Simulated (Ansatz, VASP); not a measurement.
**One calculation of AlIn2, two programs**

```xyz
3
Lattice="4.5241 0.0000 0.0000 -2.2621 3.9180 0.0000 0.0000 0.0000 4.4758" Properties=species:S:1:pos:R:3 pbc="T T T"
Al    0.0000    0.0000    2.2379
In    0.0000    2.6120    2.2379
In    2.2621    1.3060    2.2379
```

Alike in both runs: task relaxation of cell and atoms; functional PBE; k mesh 6 × 6 × 4; occupations gaussian, width 0.1 eV; no spin polarisation.

|  | VASP | Ansatz |
| --- | --- | --- |
| version | VASP 6.6.1 | Ansatz 0.2.0 |
| potentials or method | VASP PAW PBE potentials, release 64 (Al, In_d) | scalar-relativistic, plane waves, PAW |
| plane-wave cutoff (eV) | 600 | 420 |
| valence electrons in the cell | 29 | 29 |

Ansatz gave:

| Item | Value |
| --- | --- |
| gap on the k mesh at the Fermi level, each at its own relaxed structure (eV) | none |
| relaxed volume (Å³/atom) | 24.35 |
| relaxed cell length with the largest relative difference (Å) | 5.374 |
| energy change over the relaxation (meV/atom) | -981 |

Q: Estimate VASP's values.

A: gap on the k mesh at the Fermi level, each at its own relaxed structure (eV): none; relaxed volume (Å³/atom): 24.48; relaxed cell length with the largest relative difference (Å): 5.385; energy change over the relaxation (meV/atom): -979.

A gap of «none» marks a metal or a gap that the smearing closes.
